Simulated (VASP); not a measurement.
Method: PBEsol GGA, VASP's PBE PAW potentials (set 64) (plane waves; VASP 6.6.1).

The input files of a VASP run:

**INCAR**
```
NFREE  =  2
ALGO  =  Normal   ! blocked Davidson
SIGMA  =  0.1   ! width (eV)
POTIM  =  0.015
LCHARG  =  .FALSE.
SYSTEM  =  Zn
EDIFF  =  1E-7   ! SCF stop (eV)
PREC  =  Accurate
LWAVE  =  .FALSE.
GGA  =  PS
ENCUT  =  530   ! plane-wave cut-off (eV)
ISIF  =  3   ! ions, shape and volume
NELM  =  100   ! most electronic steps
NSW  =  1   ! most ionic steps
IBRION  =  6   ! finite differences
LREAL  =  .FALSE.
LASPH  =  .TRUE.   ! aspherical one-centre terms
LMAXMIX  =  4   ! l cut-off of mixed one-centre charges
ISMEAR  =  1   ! Methfessel-Paxton
```

### KPOINTS
```
Automatic mesh
0
Gamma
 14 14 7
```

### POSCAR
```
Zn
1
    1.3194086431    -2.2852832207    -0.0000000000
    1.3194086431     2.2852832207     0.0000000000
    0.0000000000     0.0000000000     4.6374447161
Zn
2
Direct
  0.3333330000   0.6666670000   0.2500000000
  0.6666670000   0.3333330000   0.7500000000
```

POTCAR, in this order: Zn (PBE.64 set). Program: vasp_std.

Q: What will the output report for the number of irreducible k-points (NKPTS), number of bands (NBANDS), largest plane-wave count, number of space-group operations, FFT grid (NGX, NGY, NGZ)?

A: 
```
Quantity                                      Result
--------------------------------------  ------------
number of irreducible k-points (NKPTS)            96
number of bands (NBANDS)                          16
largest plane-wave count                         799
number of space-group operations                  24
FFT grid (NGX, NGY, NGZ)                20 × 20 × 36
```

The compound is Zn in the hcp structure. It was relaxed first, which changed the volume by -8 %.
